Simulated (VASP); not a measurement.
Runs of VASP 6.6.1 on MoOs. All rows change the cell; the cell of one of them follows. It takes space group P-6m2 (No. 187, hexagonal). The conventional cell has a = 2.712 Å, b = 2.712 Å, c = 4.732 Å, α = 90.00°, β = 90.00°, γ = 120.00°. Mo (site symmetry -6m2) is surrounded by 6 Mo at 2.71 Å and 6 Os at 2.84 Å. Os (site symmetry -6m2) is surrounded by 6 Os at 2.71 Å and 6 Mo at 2.84 Å. The cell comes from a database or a generator and needn't be the stable form of this composition.

| cell | further INCAR settings | gap on the mesh (eV) | pressure (GPa) |
| --- | --- | --- | --- |
| strain -0.025 along x and y, +0.050 along z, atoms carried along | ALGO = Fast; EDIFF = 1e-06; NBANDS = 18 | none | (a) |
| strain -0.025 along x and y, -0.050 along z, atoms carried along | ALGO = Fast; EDIFF = 1e-06; NBANDS = 18 | none | 22.3 |
| strain -0.050 along x and y, -0.025 along z, atoms carried along | ALGO = Fast; EDIFF = 1e-07; NBANDS = 18 | none | 34.3 |
| strain -0.050 along x and y, +0.000 along z, atoms carried along | ALGO = Fast; EDIFF = 1e-06; NBANDS = 18 | none | 22.7 |

Alike in all rows: task single point; level LDA; potentials or basis VASP PAW LDA potentials, release 64 (Mo_sv, Os); no spin polarisation; k mesh 21 × 21 × 10; cutoff (eV) 520; smearing gaussian 0.15 eV.

Task: Estimate the missing entries.

Result: (a) -13.5.

Caveats: so large a pressure means that the cell lies far from this level's equilibrium, or that cutoff or potentials fall short (some runs).

A k mesh can miss the band edges, and the runs leave out spin-orbit coupling on Mo, Os.

A gap of «none» marks a metal or a gap under the smearing width.
